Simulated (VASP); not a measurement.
Write the native input for VASP 6.6.1 that does the following.

```yaml
Task: single point
Functional: PBE
Potentials_or_basis: VASP PAW PBE potentials, release 64 (Rb_sv, Mg)
Cutoff: 520 eV
k_mesh: 4 × 4 × 5
Occupations: fermi-dirac, width 0.05 eV
Spin: no spin polarisation
Further_INCAR_settings: ALGO = Normal; EDIFF = 1e-07; NBANDS = 29
```

The structure of Rb2Mg lies in POSCAR:

```
Rb2Mg
1.0
    8.9190460000     -4.0532410000      0.0000000000
    8.9190460000      4.0532410000      0.0000000000
    0.0000000000      0.0000000000      5.6179590000
Rb Mg
4 2
Direct
    0.5907580000      0.1378480000      0.7535240000
    0.1275630000      0.5963010000      0.2481210000
    0.4084680000      0.8697280000      0.2524360000
    0.8708440000      0.4052250000      0.7479490000
    0.0932820000      0.9056230000      0.7435400000
    0.9128240000      0.0868600000      0.2532580000
```

The cell comes from a database or a generator and needn't be the stable form of this composition.

The cell isn't the ideal one: atoms moved at random, drawn with an rms of 0.05 Å.

The input as run:

INCAR

```
SYSTEM = Rb2Mg
PREC = Accurate
ENCUT = 520
EDIFF = 1E-7
ISMEAR = -1
SIGMA = 0.05
LREAL = .False.
LASPH = .True.
NELM = 80
ALGO = Normal
ISIF = 2
LWAVE = .False.
LCHARG = .False.
GGA = PE
NBANDS = 29
```

KPOINTS

```
Automatic mesh
0
Gamma
  4 4 5
  0 0 0
```

Potentials or basis: VASP PAW PBE potentials, release 64 (Rb_sv, Mg).

The run is started by

```console
$ cat potpaw_PBE.64/Rb_sv/POTCAR potpaw_PBE.64/Mg/POTCAR > POTCAR
$ mpirun -np 1 vasp_std > vasp.out
```

It gave:

| Property | Result |
| --- | --- |
| Pressure | 0.0 GPa |
| Largest force | 0.097 eV/Å |
| Band gap on the k mesh | none (metal or under the smearing width) |

Run time: 7.5 min on 1 thread of AMD EPYC 9R45 96-Core Processor (Zen 5), on a shared host, peak memory 0.81 GiB.
